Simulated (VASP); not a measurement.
VASP ran on this input.

### INCAR
```
ALGO=Normal
EDIFF=1E-6
EDIFFG=-0.01
ENCUT=580
GGA=PE
IBRION=2
ISIF=3
ISMEAR=1
IVDW=12
LASPH=.TRUE.
LCHARG=.FALSE.
LREAL=.FALSE.
LWAVE=.FALSE.
NELM=100
NSW=60
PREC=Accurate
SIGMA=0.1
SYSTEM=C
```

### POSCAR
```
C
1
    2.4600000000     0.0000000000     0.0000000000
   -1.2300000000     2.1304220000     0.0000000000
    0.0000000000     0.0000000000     6.7100000000
C
4
Direct
  0.0000000000   0.0000000000   0.7500000000
  0.0000000000   0.0000000000   0.2500000000
  0.6666670000   0.3333330000   0.7500000000
  0.3333330000   0.6666670000   0.2500000000
```

KPOINTS:
```
Regular mesh
0
Gamma
  15 15 5
```

POTCAR, in this order: C (PBE.64 set). Program: vasp_std.

**Question.** Translate this PBE-D3(BJ) calculation to Ansatz.

**Answer.** One equivalent input (not run):
Ansatz 0.2 input:
```yaml
crystal:
  lattice:
    - [2.4600000, 0.0000000, 0.0000000]
    - [-1.2300000, 2.1304220, 0.0000000]
    - [0.0000000, 0.0000000, 6.7100000]
  atoms:
    - { symbol: C, position: [0.0000000, 0.0000000, 0.7500000] }
    - { symbol: C, position: [0.0000000, 0.0000000, 0.2500000] }
    - { symbol: C, position: [0.6666670, 0.3333330, 0.7500000] }
    - { symbol: C, position: [0.3333330, 0.6666670, 0.2500000] }
kpoints:
  mp_grid: { grid: [15, 15, 5] }
hamiltonian:
  xc: pbe
  dispersion: d3bj
  pseudopotentials: { kind: paw }
scf:
  occupations: { method: methfessel_paxton, width: 0.1 }
  max_iter: 100
relax:
  max_steps: 60
  f_tol: 0.01
  cell: {}
output: { forces: true, stress: true, eigenvalues: true }
```
What does not carry over: each code has its own PAW files, so the cut-off isn't converted (ENCUT is set for VASP's; basis.ecutwfc is left out, and Ansatz then takes the one that its files recommend); Ansatz stops its SCF on the density residual and VASP on the energy change (EDIFF).

The compound is C in the graphite structure. This run relaxes it. Symmetry was kept, so distortions that lower it aren't found.
